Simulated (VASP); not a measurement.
Computed with PBE GGA with D4 dispersion, VASP's PBE PAW potentials (set 64) (plane waves; VASP).

VASP input:

### INCAR
```
SYSTEM = Ba
PREC = Accurate
ENCUT = 520
EDIFF = 1E-7
NELM = 100
ALGO = Normal
LREAL = .FALSE.
LASPH = .TRUE.
ISMEAR = 1
SIGMA = 0.1
GGA = PE
IVDW = 13
LMAXMIX = 4
LWAVE = .FALSE.
LCHARG = .FALSE.
ISIF = 2
```

File KPOINTS:
```
Automatic mesh
0
Gamma
10 10 10
0 0 0
```

### POSCAR
```
Ba
1
   -2.4302286312     2.4302286312     2.4302286312
    2.4302286312    -2.4302286312     2.4302286312
    2.4302286312     2.4302286312    -2.4302286312
Ba
1
Direct
  0.0000000000   0.0000000000   0.0000000000
```

POTCAR, in this order: Ba_sv (PBE.64 set). Program: vasp_std.

Unless said otherwise, spin-orbit coupling is left out, though it shifts the bands of the heavy elements here.

**Question.** Predict the energy per atom (σ→0), dispersion energy, band gap (on the k-mesh).

**Answer.** 
```
Property                                                    Result
------------------------  ----------------------------------------
energy per atom (σ→0)                               -2.017 eV/atom
dispersion energy                                        -0.130 eV
band gap (on the k-mesh)  none (metal, semimetal or under 0.01 eV)
```

### OSZICAR
```
...
DAV:   5    -0.188945560949E+01   -0.37689E-03   -0.37679E-03  1192   0.278E-01    0.183E+00
DAV:   6    -0.188738506119E+01    0.20705E-02   -0.34069E-03  1056   0.678E-01    0.109E+00
DAV:   7    -0.188680273338E+01    0.58233E-03   -0.76360E-03   976   0.106E+00    0.460E-02
DAV:   8    -0.188701701282E+01   -0.21428E-03   -0.41613E-04  1264   0.135E-01    0.275E-02
DAV:   9    -0.188702277841E+01   -0.57656E-05   -0.12351E-05  1047   0.313E-02    0.663E-03
DAV:  10    -0.188702377428E+01   -0.99587E-06   -0.10176E-06  1345   0.794E-03    0.299E-03
DAV:  11    -0.188702381102E+01   -0.36745E-07   -0.59462E-07   947   0.996E-03
   1 F= -.20167890E+01 E0= -.20165530E+01  d E =-.708084E-03
```

The compound is Ba in the bcc structure. This cell is one point of a volume scan, at 0.94 of the reference volume.
